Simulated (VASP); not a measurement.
# What goes wrong when Sn (Tin-alpha) is relaxed with a bad input, part 2 of 2

Aim: see how common mistakes in a VASP relaxation show up, on Sn (Tin-alpha). The starting structure is a measured crystal structure from the Crystallography Open Database. The first relaxation on each setting starts from this cell expanded by 3 % in volume.

VASP 6.6.1.

Results so far: reference 34.96 Å³ an atom; one electron too many 72.05 Å³ an atom.

### Step 5. Relaxation with a cutoff far too low

Level of this step: PBEsol; plane waves and PAW (Sn_d) (VASP).

A slip made on purpose: a cutoff far too low. Against step 2 the input has PREC = Normal and ENCUT = 130 (also changed: NELM).

The input, INCAR:

```
SYSTEM = Sn
PREC = Normal
ENCUT = 130
EDIFF = 1E-06
NELM = 60
ISMEAR = 1
SIGMA = 0.15
LREAL = .FALSE.
ALGO = Normal
GGA = PS
NBANDS = 20
LORBIT = 11
LWAVE = .FALSE.
LCHARG = .FALSE.
KPAR = 4
IBRION = 2
NSW = 50
ISIF = 3
EDIFFG = -0.006
```

The input, POSCAR:

```
Sn
1.0
    0.0000000000      3.2777367435      3.2777367435
    3.2777367435      0.0000000000      3.2777367435
    3.2777367435      3.2777367435      0.0000000000
Sn
2
Direct
    0.7500000000      0.7500000000      0.7500000000
    0.5000000000      0.5000000000      0.5000000000
```

The input, KPOINTS:

```
Automatic mesh
0
Gamma
12 12 12
0 0 0
```

The projector-augmented-wave data sets are Sn_d (PBE family, release 64).

The run is started by

```console
mpirun -np 4 vasp_std
```

Log:

```text
[... set-up lines as in an earlier step ...]
 entering main loop
       N       E                     dE             d eps       ncg     rms          rms(c)
DAV:   1     0.114877336632E+03    0.11488E+03   -0.87313E+03  3608   0.533E+02
DAV:   2     0.179217408069E+02   -0.96956E+02   -0.95495E+02  3184   0.183E+02
DAV:   3     0.159057552047E+02   -0.20160E+01   -0.20127E+01  3276   0.273E+01
DAV:   4     0.158961459870E+02   -0.96092E-02   -0.96089E-02  3036   0.179E+00
[...]
DAV:  11     0.197645870268E+02    0.30909E-05   -0.12876E-05  3184   0.249E-02    0.786E-03
DAV:  12     0.197645905854E+02    0.35587E-05   -0.65865E-06  2936   0.183E-02    0.405E-03
DAV:  13     0.197645904710E+02   -0.11446E-06   -0.17543E-07  1784   0.323E-03
   1 F= 0.19764590E+02 E0= 0.19764604E+02  d E =0.197646E+02
[...]
-----------------------------------------------------------------------------
|                                                                             |
|     EEEEEEE  RRRRRR   RRRRRR   OOOOOOO  RRRRRR      ###     ###     ###     |
[...]
|     E        R   R    R   R    O     O  R   R                               |
|     E        R    R   R    R   O     O  R    R      ###     ###     ###     |
|     EEEEEEE  R     R  R     R  OOOOOOO  R     R     ###     ###     ###     |
|                                                                             |
|     Orbital orthonormalization failed in the inversion of matrix            |
|     LAPACK: Routine ZPOTRF failed! kpoint: 1 spin: 1                        |
|                                                                             |
|     Possible solutions for this issue are:                                  |
|     - Please check whether the atoms are too close to each other.           |
|     - Decreasing POTIM might help during relaxations or MDs.                |
|     - Deleting CHGCAR or WAVECAR if incompatible with the structure.        |
|     - Try calculating without symmetrizing (ISYM = 0 or ISYM = -1).         |
|     - As last resort: using a different PAW for some of the atoms.          |
|                                                                             |
|       ---->  I REFUSE TO CONTINUE WITH THIS SICK JOB ... BYE!!! <----       |
|                                                                             |
 -----------------------------------------------------------------------------

1
1
1
1
```

Run time: 7.6 s. Hardware: 4 MPI ranks of Intel Xeon Platinum 8259CL at 2.50GHz (Skylake/Cascade Lake), shared host.

VASP stopped with this message: “Orbital orthonormalization failed in the inversion of matrix LAPACK: Routine ZPOTRF failed! kpoint: 1 spin: 1”.

### Step 6. Relaxation with a k mesh far too coarse

A slip made on purpose: a k mesh far too coarse. Against step 2 the input has a 2×2×2 mesh (also changed: NELM, NCORE and KPAR).

Edit INCAR of step 5 so:

```diff
@@ -1,4 +1,4 @@
 SYSTEM = Sn
-PREC = Normal
-ENCUT = 130
+PREC = Accurate
+ENCUT = 450
 EDIFF = 1E-06
@@ -14,3 +14,3 @@
 LCHARG = .FALSE.
-KPAR = 4
+NCORE = 4
 IBRION = 2
```

POSCAR is that of step 5.

The input, KPOINTS:

```
Automatic mesh
0
Gamma
2 2 2
0 0 0
```

The run is started by

```console
mpirun -np 4 vasp_std
```

Log:

```text
[banner, memory and clock lines left out]
running    4 mpi-ranks, on    1 nodes
[...]
[... a notice as in an earlier step ...]

 LDA part: xc-table for (Slater+PW92), standard interpolation
 POSCAR, INCAR and KPOINTS ok, starting setup
[...]
entering main loop
       N       E                     dE             d eps       ncg     rms          rms(c)
DAV:   1     0.219434985966E+03    0.21943E+03   -0.13934E+04   124   0.187E+03
DAV:   2     0.182359965134E+02   -0.20120E+03   -0.19789E+03   120   0.450E+02
DAV:   3    -0.571479564087E+01   -0.23951E+02   -0.23738E+02   136   0.141E+02
DAV:   4    -0.648436622712E+01   -0.76957E+00   -0.76616E+00   128   0.288E+01
[...]
DAV:  10    -0.639189986871E+01   -0.10324E-03   -0.18354E-04   144   0.933E-02    0.974E-03
DAV:  11    -0.639190149558E+01   -0.16269E-05   -0.45074E-06   112   0.151E-02    0.746E-03
DAV:  12    -0.639190169587E+01   -0.20029E-06   -0.10119E-06   108   0.881E-03
   1 F= -.63919017E+01 E0= -.63870377E+01  d E =-.639190E+01
[... from here on, the cycles between the ionic steps are left out ...]
   2 F= -.66820387E+01 E0= -.66767753E+01  d E =-.290137E+00
   3 F= -.67099665E+01 E0= -.67029602E+01  d E =-.318065E+00
   4 F= -.67100499E+01 E0= -.67030572E+01  d E =-.318148E+00
[...]
reached required accuracy - stopping structural energy minimisation
```

The job ended after 7.6 s (4 MPI ranks; peak memory 0.45 GiB; 25 s of CPU time).

OUTCAR, selected parts (step 6):

```text
  Total        0.0001648      0.0001648      0.0001648     -0.0000000      0.0000000     -0.0000000
  in kB        0.0030987      0.0030987      0.0030987     -0.0000000      0.0000000     -0.0000000
  external PRESSURE =       0.0030987 kB  Pullay stress =       0.0000000 kB

 POSITION                                       TOTAL-FORCE (eV/Angst)
 -----------------------------------------------------------------------------------
      5.23852      5.23852      5.23852        -0.000000     -0.000000     -0.000000
      3.49234      3.49234      3.49234         0.000000      0.000000      0.000000
 -----------------------------------------------------------------------------------
    total drift:                               -0.000000     -0.000000      0.000000

  FREE ENERGIE OF THE ION-ELECTRON SYSTEM (eV)
  ---------------------------------------------------
  free  energy   TOTEN  =        -6.7100499374 eV

  energy  without entropy=       -6.6890718702  energy(sigma->0) =       -6.70305725

[... 1 part as in an earlier step ...]

[... 3 further parts left out ...]
[key lines of the parts left out:]
E-fermi :   3.1520
```

With a k mesh far too coarse the cell ends at 42.594 Å³ an atom, +21.82 % from the reference.

### Step 7. All runs side by side

```
                    run            ended  volume (Å³/atom)  change (%)  pressure left (GPa)  core minutes
              reference        converged            34.965           -                -0.01           3.2
  one electron too many        converged            72.051      106.07                -0.01          9.47
    too few ionic steps    not converged                 -           -                    -          2.33
   a cutoff far too low  stopped by VASP                 -           -                    -         0.507
a k mesh far too coarse        converged            42.594       21.82                  0.0         0.507
```

Core minutes are wall time times ranks, summed over the relaxations behind a row (those for a bulk modulus apart), on shared hosts.

### Step 8. Results

```
volume of the reference                               : 34.96 Å³/atom
volume against the reference, one electron too many   : +106.07 %
volume against the reference, a k mesh far too coarse : +21.82 %
run with too few ionic steps                          : not converged
run with a cutoff far too low                         : stopped by VASP
```

In words: VASP stopped by itself in the run with a cutoff far too low. The run with too few ionic steps didn't converge. Finished, but with signs in the output that stand out against the reference: one electron too many, with the volume changed by +106.1 % (signs: a warning on the charge density and 24.6 GPa at the first ionic step (reference: -0.3 GPa)); a k mesh far too coarse, with the volume changed by +21.8 % (signs: 8.3 GPa at the first ionic step (reference: -0.3 GPa) and a large entropy term in the energy). Further runs on this material are not shown.

[Lines on the potential files, build, host, timing and source positions are cut from VASP's logs without a mark.]

[Logs are printed without paths, hosts, clocks, repeated set-up lines and the standing remarks that a program may print on its own settings, such as how far it seeks lower states.]

[Hosts, paths, dates, database ids (printed as entryN), source tags and the programs' standing remarks are cut or masked in the printed files.]
